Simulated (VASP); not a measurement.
Method: PBE GGA, VASP's PBE PAW potentials (set 64) (plane waves; VASP).

VASP ran on this input.

**INCAR**
```
EDIFF  =  1E-6   ! SCF stop (eV)
ISMEAR  =  0
GGA  =  PE   ! PBE
SIGMA  =  0.05
NELM  =  100   ! most electronic steps
LREAL  =  F
SYSTEM  =  CeO2
LMAXMIX  =  6
LASPH  =  T   ! aspherical one-centre terms
LWAVE  =  F
LCHARG  =  F
ISIF  =  2
ALGO  =  Conjugate
ENCUT  =  520   ! plane-wave cut-off (eV)
PREC  =  Accurate
```

### KPOINTS
```
Automatic mesh
0
Gamma
6 6 6
0 0 0
```

**POSCAR**
```
CeO2
1
    0.0000000000     2.7591000000     2.7591000000
    2.7591000000     0.0000000000     2.7591000000
    2.7591000000     2.7591000000     0.0000000000
Ce O
1 2
Direct
  0.0000000000   0.0000000000   0.0000000000
  0.2500000000   0.2500000000   0.2500000000
  0.7500000000   0.7500000000   0.7500000000
```

POTCAR, in this order: Ce O (PBE.64 set). Program: vasp_std.

What will the output report for the number of irreducible k-points (NKPTS), number of bands (NBANDS), largest plane-wave count, number of space-group operations, FFT grid (NGX, NGY, NGZ)?

The number of irreducible k-points (NKPTS) comes out as 16. The number of bands (NBANDS) comes out as 16, the largest plane-wave count is 1158 and the number of space-group operations comes out as 48. The FFT grid (NGX, NGY, NGZ) is 30 × 30 × 30.

The compound is CeO2 in the fluorite structure. The cell was not relaxed at this level. The run is one of a series of settings (ALGO = Conjugate against the base run), some of them coarse on purpose. The run is not spin-polarised, so no magnetic state was tried.
